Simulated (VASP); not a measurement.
A run of VASP 6.6.1:

INCAR

```
SYSTEM = Be2Ru
ALGO = Fast ; DIPOL = 0.5 0.5 0.275
EDIFF = 1E-6 ; EDIFFG = -0.02
ENCUT = 520 ; GGA = PE
IBRION = 2 ; IDIPOL = 3
ISIF = 2 ; ISMEAR = -1
IVDW = 12 ; LASPH = .TRUE.
LCHARG = .FALSE. ; LDIPOL = .TRUE.
LREAL = .FALSE. ; LWAVE = .FALSE.
NELM = 80 ; NSW = 60
PREC = Accurate ; SIGMA = 0.05
```

File KPOINTS:

```
k-points
0
G
  12 12 1
  0 0 0
```

The input POSCAR:

```
Be2Ru
1.0
    2.6011000000      0.0000000000      0.0000000000
   -1.3005500000      2.2526200000      0.0000000000
    0.0000000000      0.0000000000     30.8837600000
Be Ru
2 1
Selective dynamics
Direct
    0.3333300000      0.6666700000      0.3344800000  F F F
    0.6666700000      0.3333300000      0.2159700000  T T T
    0.0000000000      0.0000000000      0.2752300000  T T T
```

Potentials or basis: VASP PAW PBE potentials, release 64 (Be, Ru_pv).

Command:

```bash
$ cat potpaw_PBE.64/Be/POTCAR potpaw_PBE.64/Ru_pv/POTCAR > POTCAR
$ mpirun -np 1 vasp_std > vasp.out
```

Hardware: 1 thread of AMD EPYC 9R14 (Zen 4), on a shared host.

Task: Estimate the wall time of this run.

Result: It took 3.2 min on 1 thread of AMD EPYC 9R14 (Zen 4), on a shared host, peak memory 0.35 GiB. Counts: scf iterations 45, k points 43, ion steps 5.
